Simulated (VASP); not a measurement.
Output of a VASP run:

File OSZICAR:
```
       N       E                     dE             d eps       ncg     rms          rms(c)
DAV:   1     0.286600986529E+03    0.28660E+03   -0.19096E+04  1056   0.237E+03
DAV:   2     0.988383632745E+01   -0.27672E+03   -0.26757E+03  1134   0.440E+02
DAV:   3    -0.202531450183E+02   -0.30137E+02   -0.29942E+02  1230   0.155E+02
DAV:   4    -0.207840176754E+02   -0.53087E+00   -0.53051E+00  1164   0.224E+01
DAV:   5    -0.207873843513E+02   -0.33667E-02   -0.33666E-02  1200   0.165E+00    0.146E+01
DAV:   6    -0.174993720248E+02    0.32880E+01   -0.11782E+01  1848   0.807E+01    0.916E+00
DAV:   7    -0.176883647230E+02   -0.18899E+00   -0.28456E+00  1070   0.184E+01    0.528E+00
DAV:   8    -0.177045026144E+02   -0.16138E-01   -0.68572E-01  1366   0.701E+00    0.178E+00
DAV:   9    -0.176544491848E+02    0.50053E-01   -0.16605E-01  1552   0.657E+00    0.277E-01
DAV:  10    -0.176565238579E+02   -0.20747E-02   -0.30987E-02  1086   0.183E+00    0.887E-02
DAV:  11    -0.176569198610E+02   -0.39600E-03   -0.19485E-03  1502   0.982E-01    0.109E-01
DAV:  12    -0.176567797942E+02    0.14007E-03   -0.76552E-04  1594   0.502E-01    0.179E-02
DAV:  13    -0.176567931586E+02   -0.13364E-04   -0.89513E-05  1074   0.108E-01    0.151E-02
DAV:  14    -0.176567937233E+02   -0.56473E-06   -0.14653E-05  1110   0.350E-02    0.344E-03
DAV:  15    -0.176567936413E+02    0.81940E-07   -0.18719E-06   966   0.121E-02
   1 F= -.17656794E+02 E0= -.17656794E+02  d E =-.367237E-11
```

OUTCAR:
```
------------------------ aborting loop because EDIFF is reached ----------------------------------------
  FORCE on cell =-STRESS in cart. coord.  units (eV):
  Direction    XX          YY          ZZ          XY          YZ          ZX
  --------------------------------------------------------------------------------------
  Total       -1.8425040     -1.8425050     -1.7197651      0.0000000      0.0000000      0.0000000
  in kB      -58.3691407    -58.3691726    -54.4808662      0.0000000      0.0000000      0.0000000
  external PRESSURE =     -57.0730598 kB  Pullay stress =       0.0000000 kB
  volume of cell :       50.57
      direct lattice vectors                 reciprocal lattice vectors
     1.657500000 -2.870875000  0.000000000     0.301659125 -0.174162929  0.000000000
     1.657500000  2.870875000  0.000000000     0.301659125  0.174162929  0.000000000
     0.000000000  0.000000000  5.314200000     0.000000000  0.000000000  0.188175078
  FREE ENERGIE OF THE ION-ELECTRON SYSTEM (eV)
  ---------------------------------------------------
  free  energy   TOTEN  =       -17.6567936413 eV

  energy  without entropy=      -17.6567936413  energy(sigma->0) =      -17.65679364

 total charge

# of ion       s       p       d       tot
------------------------------------------
    1        0.436   0.430   9.939  10.806
    2        0.436   0.430   9.939  10.806
    3        1.549   3.426   0.000   4.975
    4        1.549   3.426   0.000   4.975
--------------------------------------------------
tot          3.970   7.713  19.878  31.561
```
(Selected blocks of OUTCAR.)

### POSCAR
```
ZnO
1
    1.6575000000    -2.8708750000     0.0000000000
    1.6575000000     2.8708750000     0.0000000000
    0.0000000000     0.0000000000     5.3142000000
Zn O
2 2
Direct
  0.6666670000   0.3333330000   0.5000000000
  0.3333330000   0.6666670000   0.0000000000
  0.6666670000   0.3333330000   0.8820000000
  0.3333330000   0.6666670000   0.3820000000
```

Problem. Write an INCAR and KPOINTS that could have produced this output.

Solution. One answer among several that fit: the input of the run itself, PBE GGA + U (Dudarev), plane waves, VASP's PBE PAW potentials (set 64).

**KPOINTS**
```
Automatic mesh
0
Gamma
7 7 4
0 0 0
```

**INCAR**
```
SYSTEM = ZnO
PREC = Accurate
ENCUT = 520
EDIFF = 1E-6
NELM = 100
ALGO = Normal
LREAL = .FALSE.
LASPH = .TRUE.
ISMEAR = 0
SIGMA = 0.05
GGA = PE
LMAXMIX = 4
LWAVE = .FALSE.
LCHARG = .FALSE.
ISIF = 2
LDAU = .TRUE.
LDAUTYPE = 2
LDAUL = 2 -1
LDAUU = 3.0 0
LDAUJ = 0 0
LDAUPRINT = 1
LORBIT = 10
```

POTCAR, in this order: Zn O (PBE.64 set). Program: vasp_std.

The compound is ZnO in the wurtzite structure. The cell was not relaxed at this level. The run is one of a series of settings (LDAU = .TRUE., LDAUJ = 0 0, LDAUL = 2 -1, LDAUTYPE = 2, LDAUU = 3.0 0 against the base run), some of them coarse on purpose.
